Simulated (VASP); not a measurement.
An input for Quantum ESPRESSO's pw.x (written as the equivalent of a VASP run, and not itself run):

```
&CONTROL
  calculation = 'scf'
  pseudo_dir = './pseudo'
  outdir = './out'
  tprnfor = .true.
  tstress = .true.
/
&SYSTEM
  ibrav = 0
  nat = 4
  ntyp = 2
  ecutwfc = 76
  occupations = 'smearing'
  smearing = 'fermi-dirac'
  degauss = 0.009996
  input_dft = 'pz'
/
&ELECTRONS
  conv_thr = 7.3e-08
  electron_maxstep = 100
/
ATOMIC_SPECIES
  B 10.810 B.upf
  Y 88.906 Y.upf
CELL_PARAMETERS angstrom
     0.0000000    4.1546640    4.1546640
     4.1546640    0.0000000    4.1546640
     4.1546640    4.1546640    0.0000000
ATOMIC_POSITIONS crystal
  B    0.0000000  0.0000000  0.0000000
  Y    0.5000000  0.5000000  0.5000000
  Y    0.2500000  0.2500000  0.2500000
  Y    0.7500000  0.7500000  0.7500000
K_POINTS automatic
  6 6 6 0 0 0
```

Write the VASP files for the same calculation (LDA).

One answer among several that fit: 
KPOINTS:
```
Automatic mesh
0
gamma
  6 6 6
0 0 0
```

### POSCAR
```
Y3B
5.8755820
  0.0000000000   0.7071068024   0.7071068024
  0.7071068024   0.0000000000   0.7071068024
  0.7071068024   0.7071068024   0.0000000000
B Y
1 3
Cartesian
  0.0000000000   0.0000000000   0.0000000000
  0.7071068024   0.7071068024   0.7071068024
  0.3535534012   0.3535534012   0.3535534012
  1.0606602035   1.0606602035   1.0606602035
```

**INCAR**
```
# general
SYSTEM =Y3B
PREC   =Accurate
ENCUT  =400
LREAL  =F
LASPH  =T

# electronic loop
EDIFF  =1E-6
NELM   =100
ALGO   =Normal
LMAXMIX=4

# smearing
ISMEAR =-1
SIGMA  =0.136

# ions
ISIF   =2

# output
LWAVE  =F
LCHARG =F
```

POTCAR, in this order: B Y_sv (LDA.64 set). Program: vasp_std.

What does not carry over: the potentials are each code's own (VASP's PAW set, PseudoDojo norm-conserving files in pw.x), so ENCUT and ecutwfc are chosen apart and not converted; conv_thr bounds pw.x's estimated SCF error, while EDIFF bounds the energy change between steps.

The structure was generated: Y3B was put into an ordered model structure, which need not be its known phase. The cell was not relaxed at this level. The run is one of a series of settings (GGA removed, POTCAR B Y_sv (LDA.64 set) against the base run), some of them coarse on purpose.
